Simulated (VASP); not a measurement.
The system is ScAl7N8.

```
Sc Al N
1.0
     0.00000    0.00000   -5.07996
     3.17485    5.49900    0.00000
     3.17485   -5.49900    0.00000
Sc Al N
1 7 8
Direct
  0.00000 0.16667 0.33333
  0.00000 0.16667 0.83333
  0.00000 0.66667 0.33333
  0.00000 0.66667 0.83333
  0.50000 0.33333 0.66667
  0.50000 0.33333 0.16667
  0.50000 0.83333 0.66667
  0.50000 0.83333 0.16667
  0.62000 0.16667 0.33333
  0.62000 0.16667 0.83333
  0.62000 0.66667 0.33333
  0.62000 0.66667 0.83333
  0.12000 0.33333 0.66667
  0.12000 0.33333 0.16667
  0.12000 0.83333 0.66667
  0.12000 0.83333 0.16667
```

The cell was built by a generator and needn't be a form met in nature.

* Program: VASP 6.6.1
* Task: relaxation of cell and atoms
* Functional: PBEsol
* Potentials or basis: VASP PAW PBE potentials, release 64 (Sc_sv, Al, N)
* Cutoff: 600 eV
* k mesh: 6 × 6 × 5
* Occupations: gaussian, width 0.03 eV
* Spin: no spin polarisation

At the start: pressure -1.6 GPa; volume 11.09 Å³/atom.

Q: Where does the relaxation end?

A: Over 13 steps the energy falls by 53.0 meV/atom and the volume is 10.88 Å³/atom (-1.9 %); space group P3m1 (No. 156, to 0.05 Å).

The path:
```
step  energy change (eV)  largest force (eV/Å)  pressure (GPa)  volume (Å³)
   1              0.0000                3.4018           -1.57       177.38
   2             -0.7440                1.0167           -0.42       174.60
   3             -0.7914                0.6531           -0.98       175.18
   4             -0.8380                0.1912            0.86       173.43
   5             -0.8391                0.1772            0.60       173.66
   6             -0.8453                0.0587           -0.31       174.41
   7             -0.8453                0.0609           -0.36       174.45
   8             -0.8474                0.0447           -0.01       174.09
   9             -0.8474                0.0477            0.06       174.02
  10             -0.8477                0.0151            0.01       174.06
  11             -0.8477                0.0146            0.01       174.06
  12             -0.8477                0.0146            0.01       174.05
  13             -0.8477                0.0055           -0.01       174.07
```

Final structure:
```yaml
crystal:
  lattice:
    - [0.00000, 0.00000, -5.00768]
    - [3.16776, 5.48673, 0.00000]
    - [3.16776, -5.48673, 0.00000]
  atoms:
    - { symbol: Sc, position: [0.00970, 0.16667, 0.33333] }
    - { symbol: Al, position: [0.00244, 0.16771, 0.83386] }
    - { symbol: Al, position: [0.00244, 0.66614, 0.33229] }
    - { symbol: Al, position: [0.00244, 0.66614, 0.83386] }
    - { symbol: Al, position: [0.50024, 0.33650, 0.67301] }
    - { symbol: Al, position: [0.50024, 0.33650, 0.16350] }
    - { symbol: Al, position: [0.50316, 0.83333, 0.66667] }
    - { symbol: Al, position: [0.50024, 0.82699, 0.16350] }
    - { symbol: N, position: [0.58603, 0.16667, 0.33333] }
    - { symbol: N, position: [0.62093, 0.16522, 0.83261] }
    - { symbol: N, position: [0.62093, 0.66739, 0.33478] }
    - { symbol: N, position: [0.62093, 0.66739, 0.83261] }
    - { symbol: N, position: [0.12369, 0.34399, 0.68799] }
    - { symbol: N, position: [0.12369, 0.34399, 0.15601] }
    - { symbol: N, position: [0.11922, 0.83333, 0.66667] }
    - { symbol: N, position: [0.12369, 0.81201, 0.15601] }
```

Caveat: the PAW data sets were made with another functional, which shifts forces and pressure a little.
